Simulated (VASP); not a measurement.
# CsLiCr2Te2S3 (P-4m2) in VASP: relaxation of cell and atoms with PBE

Aim: the relaxation of cell and atoms of CsLiCr2Te2S3 with PBE.

Program: VASP 6.6.1. These are calculated values, not measurements. Logs are shortened: lines on timing, memory, paths and dates and some standing lists are left out, and cuts for length are marked.

**1. The crystal as given**

It takes space group P-4m2 (No. 115, tetragonal). Conventional cell: a = 5.174 Å, b = 5.174 Å, c = 8.432 Å, α = 90.00°, β = 90.00°, γ = 90.00°. Cs (site symmetry -4m2) has 2 Cr at 2.46 Å as nearest neighbours. Li (site symmetry -4m2) has 2 Cr at 1.75 Å as nearest neighbours. Cr (site symmetry 2mm) has 1 Li at 1.75 Å as nearest neighbours. Te (site symmetry 2mm) is surrounded by 2 Cr at 2.69 Å and 1 S at 2.91 Å. S (site symmetry -4m2) has 4 S at 2.62 Å as nearest neighbours. S (site symmetry 2mm) has 2 Li at 2.62 Å and 2 S at 2.62 Å and 1 Te at 2.91 Å and 2 Cr at 2.91 Å as nearest neighbours.

The cell was built by a generator and needn't be a form met in nature.

**2. Relaxation of cell and atoms, PBE, collinear spin, ferromagnetic start**

File INCAR:

```
PREC = Normal ; ENCUT = 520
EDIFF = 1E-4 ; ISMEAR = 0
SIGMA = 0.15 ; LREAL = Auto
LASPH = T ; NELM = 60
ALGO = Fast ; ISIF = 3
LWAVE = F ; LCHARG = F
ISPIN = 2 ; MAGMOM = 0 0 3 3 0 0 0 0 0
LORBIT = 11 ; LMAXMIX = 4
GGA = PE ; IBRION = 2
NSW = 24 ; EDIFFG = -0.08
KPAR = 2
```

File KPOINTS:

```
regular mesh
0
Gamma
  3 3 2
```

File POSCAR:

```
CsLiCr2Te2S3
1.0
    5.1737574000      0.0000000000      0.0000000000
    0.0000000000      5.1737574000      0.0000000000
    0.0000000000      0.0000000000      8.4320784000
Cs Li Cr Te S
1 1 2 2 3
Direct
    0.5000000000      0.5000000000      0.0000000000
    0.5000000000      0.5000000000      0.5000000000
    0.5000000000      0.5000000000      0.2922728100
    0.5000000000      0.5000000000      0.7077271900
    0.0000000000      0.5000000000      0.2051028200
    0.5000000000      0.0000000000      0.7948971800
    0.0000000000      0.0000000000      0.5000000000
    0.0000000000      0.5000000000      0.5499852400
    0.5000000000      0.0000000000      0.4500147600
```

Potentials or basis: VASP PAW PBE potentials, release 64 (Cs_sv, Li_sv, Cr_pv, Te, S).

Launch:

```console
$ cat potpaw_PBE.64/Cs_sv/POTCAR potpaw_PBE.64/Li_sv/POTCAR potpaw_PBE.64/Cr_pv/POTCAR potpaw_PBE.64/Te/POTCAR potpaw_PBE.64/S/POTCAR > POTCAR
$ mpirun -np 2 vasp_std > vasp.out
```

OUTCAR:

```text
PREC = Normal
   ENCUT = 520
   EDIFF = 1E-4
   ISMEAR = 0
   LREAL = Auto
   LASPH = T
   NELM = 60
   ISIF = 3
   ISPIN = 2
   LORBIT = 11
   GGA = PE
   IBRION = 2
   NSW = 24
   EDIFFG = -0.08

 ion  position               nearest neighbor table
   1  0.500  0.500  0.000-   3 2.46   4 2.46   5 3.11   6 3.11   6 3.11   5 3.11
   2  0.500  0.500  0.500-   3 1.75   4 1.75   8 2.62   9 2.62   9 2.62   8 2.62
   3  0.500  0.500  0.292-   2 1.75   1 2.46   5 2.69   5 2.69   9 2.91   9 2.91
   4  0.500  0.500  0.708-   2 1.75   1 2.46   6 2.69   6 2.69   8 2.91   8 2.91
   5  0.000  0.500  0.205-   3 2.69   3 2.69   8 2.91   1 3.11   1 3.11
   6  0.500  0.000  0.795-   4 2.69   4 2.69   9 2.91   1 3.11   1 3.11
   7  0.000  0.000  0.500-   8 2.62   9 2.62   8 2.62   9 2.62
   8  0.000  0.500  0.550-   2 2.62   7 2.62   7 2.62   2 2.62   5 2.91   4 2.91   4 2.91
   9  0.500  0.000  0.450-   2 2.62   7 2.62   2 2.62   7 2.62   6 2.91   3 2.91   3 2.91

  LATTYP: Found a simple tetragonal cell.
 ALAT       =     5.1737574000
 C/A-ratio  =     1.6297784662

  Lattice vectors:

 A1 = (   5.1737574000,   0.0000000000,   0.0000000000)
 A2 = (   0.0000000000,   5.1737574000,   0.0000000000)
 A3 = (   0.0000000000,   0.0000000000,   8.4320784000)

Analysis of symmetry for initial positions (statically):
=====================================================================
 Subroutine PRICEL returns:
 Original cell was already a primitive cell.

 Routine SETGRP: Setting up the symmetry group for a
 simple tetragonal supercell.

 Subroutine GETGRP returns: Found  8 space group operations
 (whereof  8 operations were pure point group operations)
 out of a pool of 16 trial point group operations.

The static configuration has the point symmetry D_2d.

Analysis of symmetry for dynamics (positions and initial velocities):
=====================================================================
 Subroutine PRICEL returns:
 Original cell was already a primitive cell.

 Routine SETGRP: Setting up the symmetry group for a
 simple tetragonal supercell.

 Subroutine GETGRP returns: Found  8 space group operations
 (whereof  8 operations were pure point group operations)
 out of a pool of 16 trial point group operations.

The dynamic configuration has the point symmetry D_2d.

Analysis of structural, dynamic, and magnetic symmetry:
=====================================================================
 Subroutine PRICEL returns:
 Original cell was already a primitive cell.

 Routine SETGRP: Setting up the symmetry group for a
 simple tetragonal supercell.

 Subroutine GETGRP returns: Found  8 space group operations
 (whereof  8 operations were pure point group operations)
 out of a pool of 16 trial point group operations.

The overall configuration has the point symmetry D_2d.

 Subroutine INISYM returns: Found  8 space group operations
 (whereof  8 operations are pure point group operations),
 and found     1 'primitive' translations

----------------------------------------------------------------------------------------

                                     Primitive cell

  volume of cell :     225.7079

  direct lattice vectors                    reciprocal lattice vectors
     5.173757400  0.000000000  0.000000000     0.193283125  0.000000000  0.000000000
     0.000000000  5.173757400  0.000000000     0.000000000  0.193283125  0.000000000
     0.000000000  0.000000000  8.432078400     0.000000000  0.000000000  0.118594723

  length of vectors
     5.173757400  5.173757400  8.432078400     0.193283125  0.193283125  0.118594723

  position of ions in fractional coordinates (direct lattice)
     0.500000000  0.500000000  0.000000000
     0.500000000  0.500000000  0.500000000
     0.500000000  0.500000000  0.292272810
     0.500000000  0.500000000  0.707727190
     0.000000000  0.500000000  0.205102820
     0.500000000  0.000000000  0.794897180
     0.000000000  0.000000000  0.500000000
     0.000000000  0.500000000  0.549985240
     0.500000000  0.000000000  0.450014760

  ion indices of the primitive-cell ions
   primitive index   ion index
                 1           1
                 2           2
                 3           3
                 4           4
                 5           5
                 6           6
                 7           7
                 8           8
                 9           9

----------------------------------------------------------------------------------------

 KPOINTS: regular mesh

Automatic generation of k-mesh.
 Grid dimensions read from file:
 generate k-points for:    3    3    2

 Generating k-lattice:

  Cartesian coordinates                     Fractional coordinates (reciprocal lattice)
     0.064427708  0.000000000  0.000000000     0.333333333  0.000000000  0.000000000
[... 30 lines left out ...]
 SYSTEM =  unknown system
   PREC   = normal    normal or accurate (medium, high low for compatibility)
   ISTART =      0    job   : 0-new  1-cont  2-samecut
   ICHARG =      2    charge: 1-file 2-atom 10-const
   ISPIN  =      2    spin polarized calculation?
   LNONCOLLINEAR =      F non collinear calculations
   LSORBIT =      F    spin-orbit coupling
   LASPH  =      T    aspherical Exc in radial PAW
   ENCUT  =  520.0 eV  38.22 Ry    6.18 a.u.   9.62  9.62 15.68*2*pi/ulx,y,z
   NELM   =     60;   NELMIN=  2; NELMDL= -5     # of ELM steps
   EDIFF  = 0.1E-03   stopping-criterion for ELM
   LREAL  =      T    real-space projection
   EDIFFG = -.8E-01   stopping-criterion for IOM
   NSW    =     24    number of steps for IOM
   IBRION =      2    ionic relax: 0-MD 1-quasi-New 2-CG
   NFREE  =      1    steps in history (QN), initial steepest desc. (CG)
   ISIF   =      3    stress and relaxation
   ISYM   =      2    0-nonsym 1-usesym 2-fastsym
   POTIM  = 0.5000    time-step for ionic-motion
   TEBEG  =    0.0;   TEEND  =   0.0 temperature during run
   PSTRESS=    0.0 pullay stress
   NELECT =      66.0000    total number of electrons
   NUPDOWN=      -1.0000    fix difference up-down
   EMIN   =  10.00;   EMAX   =-10.00  energy-range for DOS
   EFERMI =   0.00;   METHOD = LEGACY
   ISMEAR =     0;   SIGMA  =   0.15  broadening in eV -4-tet -1-fermi 0-gaus
   EFERMI_NEDOS =   21; number of points for ismear=-14 and -15
   IALGO  =     68    algorithm
   IMIX   =      4    mixing-type and parameters
     AMIX     =   0.40;   BMIX     =  1.00
     AMIX_MAG =   1.60;   BMIX_MAG =  1.00
  volume/ion in A,a.u.               =      25.08       169.24
  Fermi-wavevector in a.u.,A,eV,Ry     =   1.086610  2.053396 16.064703  1.180722
  Thomas-Fermi vector in A             =   2.222751
   LORBIT       =     11    0 simple, 1 ext, 2 COOP (PROOUT), +10 PAW based schemes
   GGA     = PE    functional components
   LHFCALC =     F    Hartree Fock is set to
   AEXX    =    0.0000 exact exchange contribution
   IVDW    =     0    specifies the selected vdW correction
   LEPSILON=     F    determine dielectric tensor
   LRPA    =     F    only Hartree local field effects (RPA)
 conjugate gradient relaxation of ions
 spin polarized calculation
 RMM-DIIS sequential band-by-band and
 Gauss-broadening in eV      SIGMA  =   0.15
  energy-cutoff  :      520.00
  volume of cell :      225.71
 maximum number of plane-waves:      6131
   NGX = 19   NGY = 19   NGZ = 31

--------------------------------------- Ionic step        1  -------------------------------------------

 number of electron      66.0000032 magnetization       8.1429096

 Free energy of the ion-electron system (eV)
  ---------------------------------------------------
  ext. energy  EPLUGINS =         0.00000000
  ---------------------------------------------------
  free energy    TOTEN  =       -30.50968352 eV

  energy without entropy =      -30.40798647  energy(sigma->0) =      -30.45883499

 E-fermi :   4.4054     XC(G=0):  -9.0046

 val. band max:        4.3861022686   @ k =   0.3333   0.0000   0.0000
 cond. band min:       4.4828959777   @ k =   0.3333   0.3333   0.5000
 fundamental gap:      0.0967937091
 Fermi energy:         4.4053732792

 spin component 1

 k-point     1 :       0.0000    0.0000    0.0000
  band No.  band energies     occupation
      1     -44.8350      1.00000
      2     -40.2981      1.00000
      3     -40.0588      1.00000
      4     -39.7801      1.00000
      5     -39.7801      1.00000
      6     -39.7699      1.00000
[... 574 lines left out ...]
--------------------------------------- Ionic step        2  -------------------------------------------

 number of electron      65.9999957 magnetization       7.9999911

------------------------ aborting loop EDIFF was not reached (unconverged)  ----------------------------

  FORCE on cell =-STRESS in cart. coord.  units (eV):
  Direction    XX          YY          ZZ          XY          YZ          ZX
  --------------------------------------------------------------------------------------
  -------------------------------------------------------------------------------------
  Total       -7.3703925     -7.3703925     12.9944758      0.0000000      0.0000000      0.0000000
  in kB      -43.1729714    -43.1729714     76.1167241      0.0000000      0.0000000      0.0000000
  external PRESSURE =      -3.4097395 kB  Pullay stress =       0.0000000 kB
[... 30 lines left out ...]
--------------------------------------- Ionic step        3  -------------------------------------------

 number of electron      65.9999875 magnetization       8.0000737

------------------------ aborting loop EDIFF was not reached (unconverged)  ----------------------------

  FORCE on cell =-STRESS in cart. coord.  units (eV):
  Direction    XX          YY          ZZ          XY          YZ          ZX
  --------------------------------------------------------------------------------------
  -------------------------------------------------------------------------------------
  Total       -7.3919730     -7.3919730      8.5311200      0.0000000      0.0000000      0.0000000
  in kB      -40.7438282    -40.7438282     47.0226947      0.0000000      0.0000000      0.0000000
  external PRESSURE =     -11.4883206 kB  Pullay stress =       0.0000000 kB
[... 24 lines left out ...]
  FREE ENERGIE OF THE ION-ELECTRON SYSTEM (eV)
  ---------------------------------------------------
  free  energy   TOTEN  =       -37.1634145772 eV

  energy  without entropy=      -37.0776375929  energy(sigma->0) =      -37.12052609

[... ionic steps 4 to 18 ...]

--------------------------------------- Ionic step       19  -------------------------------------------

 number of electron      65.9999630 magnetization       7.9999864

------------------------ aborting loop because EDIFF is reached ----------------------------------------
[... 81 lines left out ...]
--------------------------------------- Ionic step       21  -------------------------------------------

 number of electron      65.9999607 magnetization       7.9999850

 Free energy of the ion-electron system (eV)
  ---------------------------------------------------
  ext. energy  EPLUGINS =         0.00000000
  ---------------------------------------------------
  free energy    TOTEN  =       -39.87919304 eV

  energy without entropy =      -39.78205865  energy(sigma->0) =      -39.83062584

 E-fermi :   2.6746     XC(G=0):  -8.0599

 val. band max:        2.6524148133   @ k =   0.3333   0.3333   0.0000
 cond. band min:       2.7112964461   @ k =   0.3333   0.0000   0.0000
 fundamental gap:      0.0588816328
 Fermi energy:         2.6746068376

 spin component 1

 k-point     1 :       0.0000    0.0000    0.0000
  band No.  band energies     occupation
      1     -42.9061      1.00000
      2     -41.3027      1.00000
      3     -41.3027      1.00000
      4     -41.2563      1.00000
      5     -41.2561      1.00000
      6     -41.2529      1.00000
[... 568 lines left out ...]
  FREE ENERGIE OF THE ION-ELECTRON SYSTEM (eV)
  ---------------------------------------------------
  free  energy   TOTEN  =       -39.8791930376 eV

  energy  without entropy=      -39.7820586489  energy(sigma->0) =      -39.83062584

 reached required accuracy - stopping structural energy minimisation

 total charge

# of ion       s       p       d       tot
------------------------------------------
    1        1.873   4.732   0.073   6.678
    2        2.022   0.049   0.000   2.071
    3        0.265   6.120   4.179  10.564
    4        0.265   6.120   4.179  10.564
    5        1.346   2.115   0.025   3.486
    6        1.346   2.115   0.025   3.486
    7        1.426   2.095   0.000   3.520
    8        1.381   2.228   0.000   3.609
    9        1.381   2.228   0.000   3.609
--------------------------------------------------
tot         11.306  27.800   8.482  47.588

 magnetization (x)

# of ion       s       p       d       tot
------------------------------------------
    1        0.001   0.012   0.012   0.026
    2        0.002   0.003   0.000   0.005
    3        0.088   0.037   3.659   3.784
    4        0.088   0.037   3.659   3.784
    5       -0.009  -0.173   0.020  -0.162
    6       -0.009  -0.173   0.020  -0.162
    7       -0.000   0.002   0.000   0.001
    8        0.005  -0.030   0.000  -0.024
    9        0.005  -0.030   0.000  -0.024
--------------------------------------------------
tot          0.172  -0.314   7.370   7.227
```

Wall time 18 min (2 MPI ranks of Intel Xeon Platinum 8559C (Emerald Rapids), shared host); peak memory 0.3 GiB.

The run converged, but some of its settings lie outside the range that counts as converged, so its numbers aren't taken as properties of the crystal.

Results:

```
Free energy                                           : -39.8792 eV
Relaxed volume                                        : 31.10 Å³/atom
Relaxed cell                                          : a = 4.750 Å, b = 4.750 Å, c = 12.401 Å, α = 90.00°, β = 90.00°, γ = 90.00°
Space group after relaxing (to 0.05 Å)                : P-4m2 (No. 115)
Energy gained by relaxing                             : 1041.1 meV/atom
Ionic steps                                           : 21
Largest force after relaxing                          : 0.069 eV/Å
Band gap on the k mesh                                : none (metal or under the smearing width)
Net moment                                            : 8.00 μB per cell
Site moments                                          : Cs +0.03; Li +0.01; Cr +3.78; Te -0.16; S +0.00, -0.02 μB
Valence electrons inside the program's atomic spheres : Cs 6.68; Li 2.07; Cr 10.56; Te 3.49; S 3.52, 3.61
```

Caveat: the k mesh is coarse (spacing up to 0.40 Å⁻¹), so the values aren't converged; the cutoff is under 1.25 times the usual one of these potentials, so pressure, stress and relaxed cells hold a basis-set (Pulay) error; the volume moved by over 15 % at a fixed basis, so the end points are rough; only a ferromagnetic start was run, and an antiferromagnetic order may lie lower in energy; the relaxation stopped at a loose force limit of 0.08 eV/Å, so its end isn't a converged minimum.
